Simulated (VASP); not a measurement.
VASP ran on this input.

**POSCAR**
```
TiC
1
    0.0000000000     2.1671076671     2.1671076671
    2.1671076671     0.0000000000     2.1671076671
    2.1671076671     2.1671076671    -0.0000000000
Ti C
1 1
Direct
  0.0000000000   0.0000000000   0.0000000000
  0.5000000000   0.5000000000   0.5000000000
```

### INCAR
```
! general
SYSTEM =TiC
PREC   =Accurate
ENCUT  =620   ! plane-wave cut-off (eV)
LREAL  =.False.   ! projection in real space or not
LASPH  =.True.

! electronic loop
EDIFF  =1E-6
NELM   =100   ! most electronic steps
ALGO   =Normal   ! blocked Davidson
LMAXMIX=4   ! l cut-off of mixed one-centre charges

! smearing
ISMEAR =1
SIGMA  =0.1   ! width (eV)

! functional
GGA    =PE

! ions
IBRION =2   ! conjugate gradients
NSW    =40   ! most ionic steps
ISIF   =3
EDIFFG =-0.02

! output
LWAVE  =.False.
LCHARG =.False.
```

KPOINTS:
```
Automatic mesh
0
Gamma
14 14 14
0 0 0
```

POTCAR, in this order: Ti_sv C (PBE.64 set). Program: vasp_std.

Translate this PBE calculation to Quantum ESPRESSO's pw.x.

One equivalent input (not run):
```
&CONTROL
  calculation = 'vc-relax'
  pseudo_dir = './pseudo'
  outdir = './out'
  tprnfor = .true.
  tstress = .true.
  nstep = 40
  forc_conv_thr = 0.00078
/
&SYSTEM
  ibrav = 0
  nat = 2
  ntyp = 2
  ecutwfc = 84
  occupations = 'smearing'
  smearing = 'methfessel-paxton'
  degauss = 0.00735
  input_dft = 'pbe'
/
&ELECTRONS
  conv_thr = 7.3e-08
  electron_maxstep = 100
/
&IONS
/
&CELL
/
ATOMIC_SPECIES
  Ti 47.867 Ti.upf
  C 12.011 C.upf
CELL_PARAMETERS angstrom
     0.0000000    2.1671077    2.1671077
     2.1671077    0.0000000    2.1671077
     2.1671077    2.1671077   -0.0000000
ATOMIC_POSITIONS crystal
  Ti   0.0000000  0.0000000  0.0000000
  C    0.5000000  0.5000000  0.5000000
K_POINTS automatic
  14 14 14 0 0 0
```
Limits of the translation: the potentials are each code's own (VASP's PAW set, PseudoDojo norm-conserving files in pw.x), so ENCUT and ecutwfc are chosen apart and not converted; conv_thr bounds pw.x's estimated SCF error, while EDIFF bounds the energy change between steps; forc_conv_thr acts on force components and is met together with etot_conv_thr.

The compound is TiC in the rock salt structure. It was relaxed first.
